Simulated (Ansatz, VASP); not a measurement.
# Cross-check of BN between VASP and Ansatz, part 3 of 3

Aim: how closely do two programs agree when they are given the same cell, functional and k mesh? The cell is taken from a series of runs on this material, whose earlier steps may have relaxed, scaled, displaced or heated it; both programs get it as it stands.

VASP 6.6.1 and Ansatz 0.2.0.

So far: Set-up; VASP: zone-centre phonons, LDA.

**3. Ansatz: zone-centre phonons, LDA**

Level of this step: Ansatz beside VASP: Kohn-Sham DFT, plane waves, LDA (Ansatz).

Ansatz runs on norm-conserving files, of PseudoDojo where its log says so.

The same cell, functional (in two slightly different forms) and mesh now go to Ansatz.

File input.yaml:

```yaml
crystal:
  lattice:
    - [2.4891605007, 0.0, 0.0]
    - [-1.2445802503, 2.1556762277, 0.0]
    - [0.0, 0.0, 6.4929987907]
  atoms:
    - { symbol: B, position: [0.3333333333, 0.6666666667, 0.25] }
    - { symbol: B, position: [0.6666666667, 0.3333333333, 0.75] }
    - { symbol: "N", position: [0.3333333333, 0.6666666667, 0.75] }
    - { symbol: "N", position: [0.6666666667, 0.3333333333, 0.25] }
kpoints:
  mp_grid: { grid: [9, 9, 4] }
hamiltonian:
  xc: lda
  pseudopotentials: { kind: nc, accuracy: standard }
scf:
  occupations: { method: fixed }
output:
  eigenvalues: true
basis:
  ecutwfc: 979.61
phonons:
  method: dfpt
  dielectric: true
  rigid_motions: translations
```

On the command line:

```bash
$ ansatz run input.yaml --threads 8 --pin off --max-ram 16384MiB --backend cpu --events-out ev --progress --plain --runs-dir out
```

The program printed:

```text
Warning: basis.ecutwfc = 979.61 eV is below the records' recommended 1142.878222 eV, and the density's cutoff is lower with it unless basis.ecutrho_ratio is high enough to keep the records' density cutoff: compare with a run at a higher cutoff
Engine: ansatz 0.2.0, aarch64-unknown-linux-gnu
Pseudopotentials: kind: nc
Pseudopotential: B, nc, valence charge 3, recommended cutoff 1034.032677 eV (normal), B.nc.azcp (PseudoDojo's, or run here from an input of PseudoDojo's; its table is named by hamiltonian.pseudopotentials.accuracy)
Pseudopotential: N, nc, valence charge 5, recommended cutoff 1142.878222 eV (normal), N.nc.azcp (PseudoDojo's, or run here from an input of PseudoDojo's; its table is named by hamiltonian.pseudopotentials.accuracy)
Functional definition: SPW92
  exchange = slater_x
  correlation = pw_c
Crystal: 4 atoms, lattice volume = 34.840 Å³
Basis set: ecut = 979.61 eV, 2433 PW (Γ), exchange–correlation on 54×54×144 points (8 copies of the dense FFT grid, shifted against one another)
Bands: 12, of which v1, the nominal top of the filled ones, is band 8 counted from 1 (7 counted from 0)
Symmetry: 24 space group operations
k-points: 95 of 324 (irreducible under 2 space group operations, time reversal used)
Non-local potential: B, projectors of the file, l = 0: 2, l = 1: 2
Non-local potential: N, projectors of the file, l = 0: 2, l = 1: 2
Initial density: superposition of atomic densities (chi_scale 0.1, normalization cell, long waves kept (reshape's long-wave potential 0.01 eV rms))
Initial wavefunctions: pseudopotential atomic-orbital guess
Functional: x = slater, c = lda
SCF iter   1: F=—  HF=-733.508956 eV  |F-HF|=—  |Δ(HF+E_count)|=         —  Δρ=1.57e-1  dr2=8.23e0  ethr=3.10e-3  ⟨swp⟩=5.5  Hψ=6772  notcnv=0  defer=189
preconditioner: auto → none  [insulator: Δε(μ)=5.880 eV  Ē_g=17.214 eV  n_scr=4 (ndim 8)  ℏωp=25.2 eV  f_vac=0.000  ε∞_Penn≈3.1]
SCF iter   2: F=—  HF=-730.730430 eV  |F-HF|=—  |Δ(HF+E_count)|=    2.78e0  Δρ=6.91e-2  dr2=9.14e-1  ethr=3.10e-3  ⟨swp⟩=4.1  Hψ=3601  notcnv=0  defer=180
SCF iter   3: F=—  HF=-730.446499 eV  |F-HF|=—  |Δ(HF+E_count)|=   2.84e-1  Δρ=2.20e-2  dr2=9.80e-2  ethr=3.10e-3  ⟨swp⟩=3.3  Hψ=2650  notcnv=0  defer=187
SCF iter   4: F=—  HF=-730.418176 eV  |F-HF|=—  |Δ(HF+E_count)|=   2.83e-2  Δρ=8.05e-3  dr2=1.24e-2  ethr=6.13e-4  ⟨swp⟩=2.2  Hψ=1696  notcnv=0  defer=190
SCF iter   5: F=—  HF=-730.414889 eV  |F-HF|=—  |Δ(HF+E_count)|=   3.29e-3  Δρ=1.08e-3  dr2=2.21e-4  ethr=7.77e-5  ⟨swp⟩=3.4  Hψ=2133  notcnv=0  defer=190
SCF iter   6: F=—  HF=-730.414839 eV  |F-HF|=—  |Δ(HF+E_count)|=   5.00e-5  Δρ=1.21e-4  dr2=2.89e-6  ethr=1.38e-6  ⟨swp⟩=2.3  Hψ=1897  notcnv=0  defer=187
SCF iter   7: F=—  HF=-730.414838 eV  |F-HF|=—  |Δ(HF+E_count)|=   8.65e-8  Δρ=7.55e-6  dr2=6.82e-9  ethr=1.81e-8  ⟨swp⟩=2.3  Hψ=1861  notcnv=0  defer=176
SCF iter   8: F=—  HF=-730.414839 eV  |F-HF|=—  |Δ(HF+E_count)|=   3.90e-7  Δρ=8.63e-7  dr2=1.00e-10  ethr=4.26e-11  ⟨swp⟩=2.4  Hψ=1937  notcnv=0  defer=132
SCF iter   9: F=-730.414839 eV  HF=-730.414839 eV  |F-HF|=4.55e-13  |Δ(HF+E_count)|=  1.34e-11  Δρ=6.44e-8  dr2=5.26e-13  ethr=1.00e-12  ⟨swp⟩=11.1  Hψ=8863  notcnv=0
SCF 1 converged in 9 iterations: F = -730.414839 eV  dr2 = 5.26e-13
NSCF: frozen V_eff on 4 k-points
DFPT response loops at Γ: preconditioner auto → Resta (q_TF=auto, 2.396 Å⁻¹)  ε∞=3.8 (no band partly filled); β = 1.00, the filter's whole step (`scf.mixing.beta` (0.50) is not read by the response loops at its default; to damp them type it under 1.00, their step now; it binds the ground state too); Broyden in place of MSR1
── the response to a field inside a basis, on 10×10×4 k-points: an SCF that follows is theirs, and a resumed run solves both again ──
Bands: 9, of which v1, the nominal top of the filled ones, is band 8 counted from 1 (7 counted from 0)
k-points: 60 of 400 (irreducible under 8 space group operations)
Initial density: handed on by an earlier stage of this run
Initial wavefunctions: pseudopotential atomic-orbital guess (no wavefunctions were taken with the density)
Eigensolver: Dense (60 Hₖ)
SCF iter   1: F=—  HF=-730.417173 eV  |F-HF|=—  |Δ(HF+E_count)|=         —  Δρ=3.74e-4  dr2=4.42e-6  ethr=1.00e-1
preconditioner: auto → none  [insulator: Δε(μ)=4.224 eV  Ē_g=13.135 eV  n_scr=4 (ndim 8)  ℏωp=25.2 eV  f_vac=0.008  ε∞_Penn≈4.7]
SCF iter   2: F=—  HF=-730.417174 eV  |F-HF|=—  |Δ(HF+E_count)|=   1.75e-6  Δρ=1.87e-4  dr2=9.95e-7  ethr=2.76e-8
SCF iter   3: F=—  HF=-730.417175 eV  |F-HF|=—  |Δ(HF+E_count)|=   7.00e-7  Δρ=5.84e-5  dr2=2.06e-7  ethr=6.22e-9
SCF iter   4: F=-730.417175 eV  HF=-730.417175 eV  |F-HF|=1.12e-10  |Δ(HF+E_count)|=   2.62e-8  Δρ=3.67e-6  dr2=6.88e-10  ethr=1.29e-9
SCF 1 converged in 4 iterations: F = -730.417175 eV  dr2 = 6.88e-10
DFPT response loops at Γ: mixed as the last ones told, above
SCF converged after 9 iterations
Free energy (F): -730.414839 eV
Harris-Foulkes:  -730.414839 eV  (|F-HF|=4.55e-13)
Internal energy: -730.414839 eV  (E = F + TS)
E sigma→0 (E₀):  -730.414839 eV
Fermi energy:    4.790868 eV
--- Per-component energies (eV) ---
  E_band       = -36.998102
  E_kinetic    = 513.743235
  E_local      = -646.284544  (includes V_loc(G=0)·N_el)
  E_nonlocal   = -64.031691
  E_hartree    = 213.485037
  E_xc         = -234.919231
  E_vxc        = -267.395174  (∫ρ·V_xc dr)
  E_ewald      = -512.407644
  E_smearing   = -0.000000  (= −TS)
  E_closure    = 0.000000  (closes the sum)
  Σ components = -730.414839   (vs F -730.414839, Δ=0.00e0)
--- Band table (eV; the first three rows and the last of 95) ---
  k-point 0: bands = [... 4 lower, 3.4676, 3.4676, 3.5138, 3.5138, 9.9305, 15.1464, 16.4695, 16.4695]
  k-point 1: bands = [... 4 lower, 3.4745, 3.4745, 3.5070, 3.5070, 10.6959, 14.3104, 16.4909, 16.4909]
  k-point 2: bands = [... 4 lower, 3.4906, 3.4906, 3.4906, 3.4906, 12.4747, 12.4747, 16.5433, 16.5433]
  k-point 94: bands = [... 4 lower, -0.4721, -0.4721, 2.8919, 2.8919, 11.2126, 11.2126, 16.4434, 16.4434]
--- Phonons (Γ-DFPT): 4 representative perturbations + reference, on 95 of 324 k-points (Σ response iterations 14) ---
  k mesh reduced under 2 symmetry operations, with k and −k counted as one. Each operation leaves every solved perturbation unchanged. A smaller set is not considered because the run solves the response to a homogeneous field
  ASR residual: 3.755e-5 → 0.000e0 eV/Å²; symmetrization residual: 1.651e-6 eV/Å²
  ASR residual per site (eV/Å²): 1.09e-5 1.09e-5 3.75e-5 3.75e-5
  Γ frequencies (cm⁻¹): 0.00 0.00 0.00 50.07 50.07 111.95 756.81 817.32 1384.85 1384.85 1384.90 1384.90
  ε∞ (high-frequency dielectric tensor):
        4.842087     0.000000     0.000000
        0.000000     4.842087     0.000000
        0.000000     0.000000     2.838867
  ε⁰ (static dielectric tensor: ions relaxed, cell fixed):
        6.598376     0.000000     0.000000
        0.000000     6.598376    -0.000000
        0.000000    -0.000000     3.375560
  ε⁰ − ε∞ (ionic part):
        1.756289     0.000000     0.000000
        0.000000     1.756289    -0.000000
        0.000000    -0.000000     0.536693
  softest optical mode at Γ: 50.07 cm⁻¹; the repairs (sum rule, projections) moved no ω² at Γ by more than (1.11 cm⁻¹)²
  Born effective charges Z* (e; rows j = field, columns β = displacement):
    site 0:
         2.69738    0.00000    0.00000
         0.00000    2.69738    0.00000
         0.00000    0.00000    0.81484
    site 1:
         2.69738    0.00000    0.00000
         0.00000    2.69738    0.00000
         0.00000    0.00000    0.81484
    site 2:
        -2.69738   -0.00000    0.00000
        -0.00000   -2.69738    0.00000
         0.00000    0.00000   -0.81484
    site 3:
        -2.69738   -0.00000    0.00000
        -0.00000   -2.69738    0.00000
         0.00000    0.00000   -0.81484
  Z* charge neutrality: 1.064e-3 e pre-enforcement
  solved inside a basis spanned on kpoints, on 10×10×4 k-points, its susceptibility summed on 18×18×6: ε∞ is read to err by 1.4e-2, Z* by 9.4e-3 e (field_mesh: kpoints solves on kpoints); Z* is corrected for what the basis lacks
  optical modes at Γ without the LO–TO term, one row a degenerate level:
      ω (cm⁻¹)  modes    IR ((D/Å)²/amu)
         50.07      2             0.0000
        111.95      1             0.0000
        756.81      1             5.0213
[...]
optical modes at Γ + LO–TO along q̂ = [1.0000, 0.0000, 0.0000]:
      ω (cm⁻¹)  modes    IR ((D/Å)²/amu)
[...]
optical modes at Γ + LO–TO along q̂ = [0.0000, 1.0000, 0.0000]:
      ω (cm⁻¹)  modes    IR ((D/Å)²/amu)
[...]
1384.90      1            55.0245
       1616.67      1            55.0245
  optical modes at Γ + LO–TO along q̂ = [0.0000, 0.0000, 1.0000]:
      ω (cm⁻¹)  modes    IR ((D/Å)²/amu)
         50.07      2             0.0000
        111.95      1             0.0000
        817.32      1             0.0000
        825.25      1             5.0213
       1384.85      2             0.0000
       1384.90      2           110.0491
```

**4. Side by side**

Known differences besides the potentials themselves: the two LDA forms differ slightly; fixed occupations in Ansatz, narrow Gaussian smearing in VASP; VASP's response is taken on the typed mesh, Ansatz refines its own for the field response alone; the cutoff is 979.61 eV in Ansatz and 600 eV in VASP; VASP's log shows a relativistic correction to its local exchange, Ansatz's none; Ansatz's log warns that its cutoff lies below the recommended one. Total energies have different zeros and are not compared.

Compared:

```csv
quantity,Ansatz,VASP,difference
ε∞ xx,4.84,4.90,-1.24 %
ε∞ yy,4.84,4.90,-1.24 %
ε∞ zz,2.84,2.86,-0.67 %
Born charge of B1 (mean of the diagonal) (e),2.07,2.07,0.00
Born charge of N3 (mean of the diagonal) (e),-2.07,-2.07,0.00
optical mode 1 to 2 (cm⁻¹),50.1,48.7,+1.4
optical mode 3 (cm⁻¹),112.0,110.3,+1.46 %
optical mode 4 (cm⁻¹),756.8,751.4,+0.72 %
optical mode 5 (cm⁻¹),817.3,810.9,+0.79 %
optical mode 6 to 9 (cm⁻¹),1384.8,1382.5,+0.17 %
```

Modes are paired by rising frequency, not by their patterns, so a pair may set unlike modes beside each other; they are those without the splitting of longitudinal modes.

**5. Outcome**

```yaml
r_m_s_difference_of_the_optical_zone_centre_modes_each_program_s_sorted_by_frequency_zone_centre_phonons_lda: 3.3 cm⁻¹
difference_in_optical_mode_3_zone_centre_phonons_lda: +1.5 %
```

In words: The r.m.s. difference of the optical zone-centre modes, each program's sorted by frequency is 3.3 cm⁻¹ (zone-centre phonons, LDA). Among the rows given in per cent, the largest difference of the zone-centre phonons, LDA pair is in optical mode 3, +1.5 %. How closely two codes agree says nothing of how well the functional describes the real material.

[Lines on the potential files, build, host, timing and source positions are cut from VASP's logs without a mark.]

[Logs are printed without paths, hosts, clocks, repeated set-up lines and the standing remarks that a program may print on its own settings, such as how far it seeks lower states.]

[Hosts, paths, dates, database ids (printed as entryN), source tags and the programs' standing remarks are cut or masked in the printed files.]
